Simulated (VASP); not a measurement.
# Te (trig): computed properties

Calculation: r2SCAN meta-GGA, VASP's PBE PAW potentials (set 64) (plane waves; VASP).

| Item | Result |
|---|---|
| space group | P3_121 (152) |
| cell | a = b = 4.611 Å, c = 5.914 Å, α = β = 90.00°, γ = 120.00° |
| volume per atom | 36.30 Å³/atom |
| band gap (over mesh and band path) | 0.49 eV |
| smallest direct gap (over mesh and band path) | 0.54 eV |
| band-edge character without spin-orbit coupling | indirect, L-H at 0.80 to H |
| band gap with spin-orbit coupling | 0.32 eV |
| density | 5.84 g/cm³ |

```
CELL_PARAMETERS angstrom
      2.30545    -3.99315     0.00000
      2.30545     3.99315     0.00000
      0.00000     0.00000     5.91438
ATOMIC_POSITIONS crystal
  Te 0.00000 0.25445 0.66667
  Te 0.74555 0.74555 0.00000
  Te 0.25445 0.00000 0.33333
```

Measured: a 4.456 Å at 293 K (computed value off by +3.5 %), c 5.928 Å at 293 K (computed value off by -0.2 %), as given by Wikipedia, Tellurium (infobox). The calculation is for a static lattice, while the measured a, c hold thermal and zero-point effects, which are part of the difference. The path is coarsely sampled, so an indirect gap can come out somewhat too large. Unless said otherwise, spin-orbit coupling is left out, though it shifts the bands of the heavy elements here.

The compound is Te in the trig structure. It was relaxed first, which changed the volume by +7 %. Symmetry was kept, so distortions that lower it aren't found.
